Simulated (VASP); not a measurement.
The system is GaGe3.

```
Ge Ga
1.0
     4.27847    0.00000    0.00000
     0.00000    4.27847    0.00000
     0.00000    0.00000    4.27847
Ge Ga
3 1
Direct
  0.50000 0.50000 0.00000
  0.50000 0.00000 0.50000
  0.00000 0.50000 0.50000
  0.00000 0.00000 0.00000
```

The cell comes from a database or a generator and needn't be the stable form of this composition.

* Program: VASP 6.6.1
* Task: single point
* Functional: PBEsol
* Potentials or basis: VASP PAW PBE potentials, release 64 (Ge_d, Ga_d)
* Cutoff: 520 eV
* k mesh: 6 × 6 × 6
* Occupations: fermi-dirac, width 0.05 eV
* Spin: no spin polarisation

On this cell: pressure -3.4 GPa; largest force zero by symmetry; band gap on the k mesh none (metal or under the smearing width).

The same run follows on a disturbed copy (atoms moved at random, drawn with an rms of 0.05 Å):

```
CELL_PARAMETERS angstrom
4.27847 0.00000 0.00000
0.00000 4.27847 0.00000
0.00000 0.00000 4.27847
ATOMIC_POSITIONS crystal
Ge 0.50060 0.49937 0.99202
Ge 0.51509 0.99312 0.49466
Ge 0.01245 0.49265 0.49997
Ga 0.00368 0.00652 0.00590
```

Q: What does the disturbed cell give?

A: The energy (extrapolated to zero smearing) moves by -0.2 meV/atom; pressure -3.4 GPa; largest force 0.109 eV/Å; band gap on the k mesh none (metal or under the smearing width).

Forces on the atoms (eV/Å):
```
Ge  -0.070  0.078 -0.032
Ge   0.043 -0.041  0.014
Ge   0.017  0.024  0.057
Ga   0.010 -0.061 -0.039
```

Stress tensor (GPa, compression positive):
```
-3.38  0.02 -0.03
 0.02 -3.43  0.01
-0.03  0.01 -3.34
```

Caveats: the PAW data sets were made with another functional, which shifts forces and pressure a little.
